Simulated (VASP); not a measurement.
OSZICAR of a VASP run on Ga31P32Si:

**OSZICAR**
```
       N       E                     dE             d eps       ncg     rms          rms(c)
DAV:   1     0.150689914346E+04    0.15069E+04   -0.97624E+04   324   0.114E+03
DAV:   2    -0.123484187677E+03   -0.16304E+04   -0.15514E+04   432   0.213E+02
DAV:   3    -0.288196173925E+03   -0.16471E+03   -0.16214E+03   384   0.706E+01
DAV:   4    -0.293114634472E+03   -0.49185E+01   -0.48337E+01   392   0.138E+01
DAV:   5    -0.293272560971E+03   -0.15793E+00   -0.15655E+00   400   0.241E+00    0.282E+01
RMM:   6    -0.284570216214E+03    0.87023E+01   -0.14639E+01   324   0.534E+00    0.168E+01
RMM:   7    -0.283701282239E+03    0.86893E+00   -0.18878E+01   324   0.594E+00    0.515E+00
RMM:   8    -0.283376264510E+03    0.32502E+00   -0.29641E+00   324   0.299E+00    0.130E+00
RMM:   9    -0.283365918879E+03    0.10346E-01   -0.20466E-01   332   0.975E-01    0.476E-01
RMM:  10    -0.283374335059E+03   -0.84162E-02   -0.58232E-02   336   0.428E-01    0.364E-01
RMM:  11    -0.283373129500E+03    0.12056E-02   -0.23495E-02   324   0.269E-01    0.117E-01
RMM:  12    -0.283373418316E+03   -0.28882E-03   -0.31536E-03   331   0.121E-01    0.110E-01
RMM:  13    -0.283373386961E+03    0.31356E-04   -0.70208E-04   366   0.534E-02    0.499E-02
RMM:  14    -0.283373337985E+03    0.48975E-04   -0.35046E-04   329   0.314E-02    0.222E-02
RMM:  15    -0.283373348752E+03   -0.10767E-04   -0.11884E-04   350   0.174E-02    0.839E-03
RMM:  16    -0.283373347304E+03    0.14483E-05   -0.10421E-05   197   0.710E-03
   1 F= -.28337335E+03 E0= -.28336354E+03  d E =-.283373E+03
       N       E                     dE             d eps       ncg     rms          rms(c)
DAV:   1    -0.283433769342E+03   -0.60421E-01   -0.22639E+00   360   0.261E+00    0.960E-01
RMM:   2    -0.283447120842E+03   -0.13352E-01   -0.16488E-01   325   0.839E-01    0.256E-01
RMM:   3    -0.283449454196E+03   -0.23334E-02   -0.28488E-02   333   0.368E-01    0.157E-01
RMM:   4    -0.283449629800E+03   -0.17560E-03   -0.52109E-03   355   0.159E-01    0.116E-01
RMM:   5    -0.283449611615E+03    0.18186E-04   -0.95369E-04   331   0.681E-02    0.359E-02
RMM:   6    -0.283449642590E+03   -0.30976E-04   -0.30487E-04   354   0.354E-02    0.185E-02
RMM:   7    -0.283449645493E+03   -0.29025E-05   -0.68482E-05   283   0.157E-02
   2 F= -.28344965E+03 E0= -.28344205E+03  d E =-.762982E-01
       N       E                     dE             d eps       ncg     rms          rms(c)
DAV:   1    -0.283455418999E+03   -0.57764E-02   -0.43150E-01   360   0.114E+00    0.416E-01
RMM:   2    -0.283458020184E+03   -0.26012E-02   -0.31741E-02   324   0.369E-01    0.111E-01
RMM:   3    -0.283458474560E+03   -0.45438E-03   -0.55862E-03   334   0.163E-01    0.690E-02
RMM:   4    -0.283458509671E+03   -0.35111E-04   -0.10427E-03   355   0.705E-02    0.476E-02
RMM:   5    -0.283458507642E+03    0.20286E-05   -0.19585E-04   330   0.305E-02    0.142E-02
RMM:   6    -0.283458512963E+03   -0.53208E-05   -0.54822E-05   260   0.155E-02
   3 F= -.28345851E+03 E0= -.28345167E+03  d E =-.851657E-01
       N       E                     dE             d eps       ncg     rms          rms(c)
DAV:   1    -0.283458561488E+03   -0.53845E-04   -0.49955E-03   374   0.124E-01    0.444E-02
RMM:   2    -0.283458593425E+03   -0.31937E-04   -0.37789E-04   324   0.405E-02    0.119E-02
RMM:   3    -0.283458598585E+03   -0.51595E-05   -0.64296E-05   281   0.179E-02    0.878E-03
RMM:   4    -0.283458598723E+03   -0.13808E-06   -0.10537E-05   195   0.763E-03
   4 F= -.28345860E+03 E0= -.28345183E+03  d E =-.852514E-01
       N       E                     dE             d eps       ncg     rms          rms(c)
DAV:   1    -0.283467005016E+03   -0.84064E-02   -0.25765E-01   344   0.901E-01    0.331E-01
RMM:   2    -0.283468378588E+03   -0.13736E-02   -0.18955E-02   327   0.290E-01    0.863E-02
RMM:   3    -0.283468645556E+03   -0.26697E-03   -0.36364E-03   336   0.128E-01    0.636E-02
RMM:   4    -0.283468658221E+03   -0.12665E-04   -0.61367E-04   347   0.540E-02    0.412E-02
RMM:   5    -0.283468656135E+03    0.20865E-05   -0.14757E-04   326   0.253E-02    0.996E-03
RMM:   6    -0.283468658120E+03   -0.19854E-05   -0.37650E-05   231   0.126E-02
   5 F= -.28346866E+03 E0= -.28346205E+03  d E =-.100594E-01
       N       E                     dE             d eps       ncg     rms          rms(c)
DAV:   1    -0.283470574223E+03   -0.19181E-02   -0.18610E-01   344   0.766E-01    0.282E-01
RMM:   2    -0.283471592096E+03   -0.10179E-02   -0.13874E-02   326   0.247E-01    0.731E-02
RMM:   3    -0.283471789253E+03   -0.19716E-03   -0.26716E-03   336   0.109E-01    0.555E-02
RMM:   4    -0.283471798318E+03   -0.90654E-05   -0.44556E-04   347   0.461E-02    0.356E-02
RMM:   5    -0.283471797037E+03    0.12814E-05   -0.11314E-04   321   0.219E-02    0.870E-03
RMM:   6    -0.283471798292E+03   -0.12554E-05   -0.27865E-05   216   0.109E-02
   6 F= -.28347180E+03 E0= -.28346525E+03  d E =-.131996E-01
       N       E                     dE             d eps       ncg     rms          rms(c)
DAV:   1    -0.283475232986E+03   -0.34359E-02   -0.14395E-01   340   0.674E-01    0.228E-01
RMM:   2    -0.283475997876E+03   -0.76489E-03   -0.93874E-03   324   0.207E-01    0.600E-02
RMM:   3    -0.283476155266E+03   -0.15739E-03   -0.18499E-03   340   0.927E-02    0.484E-02
RMM:   4    -0.283476162361E+03   -0.70956E-05   -0.28639E-04   346   0.385E-02    0.335E-02
RMM:   5    -0.283476158779E+03    0.35825E-05   -0.86644E-05   310   0.188E-02
   7 F= -.28347616E+03 E0= -.28346892E+03  d E =-.436049E-02
       N       E                     dE             d eps       ncg     rms          rms(c)
DAV:   1    -0.283476571857E+03   -0.40950E-03   -0.19877E-01   328   0.793E-01    0.271E-01
RMM:   2    -0.283477643919E+03   -0.10721E-02   -0.13226E-02   324   0.245E-01    0.718E-02
RMM:   3    -0.283477875492E+03   -0.23157E-03   -0.26689E-03   343   0.111E-01    0.583E-02
RMM:   4    -0.283477885581E+03   -0.10090E-04   -0.40279E-04   344   0.456E-02    0.398E-02
RMM:   5    -0.283477881730E+03    0.38512E-05   -0.12646E-04   328   0.226E-02    0.946E-03
RMM:   6    -0.283477881331E+03    0.39882E-06   -0.22802E-05   204   0.108E-02
   8 F= -.28347788E+03 E0= -.28346982E+03  d E =-.608304E-02
       N       E                     dE             d eps       ncg     rms          rms(c)
DAV:   1    -0.283480094365E+03   -0.22126E-02   -0.13118E-01   340   0.672E-01    0.213E-01
RMM:   2    -0.283480734044E+03   -0.63968E-03   -0.83262E-03   324   0.201E-01    0.605E-02
RMM:   3    -0.283480882631E+03   -0.14859E-03   -0.17537E-03   350   0.891E-02    0.472E-02
RMM:   4    -0.283480876183E+03    0.64474E-05   -0.19714E-04   333   0.347E-02    0.280E-02
RMM:   5    -0.283480875773E+03    0.41090E-06   -0.84867E-05   323   0.189E-02
   9 F= -.28348088E+03 E0= -.28347153E+03  d E =-.299444E-02
       N       E                     dE             d eps       ncg     rms          rms(c)
DAV:   1    -0.283481068810E+03   -0.19263E-03   -0.25955E-02   360   0.300E-01    0.967E-02
RMM:   2    -0.283481200368E+03   -0.13156E-03   -0.17366E-03   324   0.910E-02    0.281E-02
RMM:   3    -0.283481234928E+03   -0.34560E-04   -0.39103E-04   357   0.411E-02    0.233E-02
RMM:   4    -0.283481232894E+03    0.20341E-05   -0.40314E-05   246   0.156E-02
  10 F= -.28348123E+03 E0= -.28347127E+03  d E =-.335156E-02
       N       E                     dE             d eps       ncg     rms          rms(c)
DAV:   1    -0.283481725587E+03   -0.49066E-03   -0.58569E-02   332   0.441E-01    0.151E-01
RMM:   2    -0.283482068209E+03   -0.34262E-03   -0.41890E-03   325   0.141E-01    0.387E-02
RMM:   3    -0.283482134351E+03   -0.66143E-04   -0.77579E-04   340   0.621E-02    0.319E-02
RMM:   4    -0.283482134493E+03   -0.14164E-06   -0.10911E-04   334   0.257E-02    0.209E-02
RMM:   5    -0.283482134325E+03    0.16785E-06   -0.44287E-05   266   0.133E-02
  11 F= -.28348213E+03 E0= -.28347220E+03  d E =-.901432E-03
```

**Question.** Which electronic solver shows in the log?

**Answer.** It is blocked Davidson (ALGO = Normal, or the opening steps of other solvers) and then RMM-DIIS (ALGO = Fast or VeryFast). The INCAR had ALGO = Fast.

**Question.** Can the final energy be trusted as converged?

**Answer.** The run converged. It stopped with EDIFF = 1E-5, NELM = 100, NSW = 60 and EDIFFG = -0.03 after 11 ionic steps (PBE GGA, plane waves, VASP's PBE PAW potentials (set 64)). The cell is charged, with a uniform compensating background. The supercell is sampled at Γ alone, which is coarse: total energies, pressure and levels can be off, energies of defects by several tenths of an eV.

The cell is a supercell with a defect, built from GaP (zinc blende): Si_Ga, charge -1. The run is not spin-polarised, so no state with unpaired spins was tried.
